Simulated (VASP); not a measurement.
Consider the following.

```
CELL_PARAMETERS angstrom
      4.86916     0.00000     0.00000
     -2.43458     4.21681     0.00000
      0.00000     0.00000     7.58688
ATOMIC_POSITIONS crystal
  Er 0.33333 0.66667 0.24670
  Er 0.66667 0.33333 0.75330
  Te 0.00000 0.00000 0.00000
  Te 0.33333 0.66667 0.64700
  Te 0.66667 0.33333 0.35300
```

All values below come from revPBE GGA, VASP's PBE PAW potentials (set 64) (plane waves; VASP). Settings: 400 eV cut-off, 5×5×3 Γ-centred mesh, Gaussian smearing of 0.050 eV, potentials Er_3 Te.

The 4f electrons are frozen in the core of the lanthanide potential, so 4f levels, which can set the real gap, and their magnetism are missing.

**Question.** Give the force on each atom (eV/Å).

**Answer.** 
```tsv
atom	Fx	Fy	Fz
Er1	0.000	0.000	-0.762
Er2	0.000	0.000	0.762
Te3	0.000	0.000	0.000
Te4	0.000	0.000	-0.079
Te5	0.000	0.000	0.079
```

**Question.** Give the stress tensor in GPa (positive for a compressed cell).

**Answer.** 
```
4.98  0.00  0.00
0.00  4.98  0.00
0.00  0.00  5.99
```
The pressure is its mean diagonal, 5.32 GPa.

The structure was generated: Er2Te3 was put into the A-La2O3 type (P-3m1), which need not be its known phase. The cell was not relaxed at this level. The run is one of a series of settings (GGA = RE against the base run), some of them coarse on purpose.
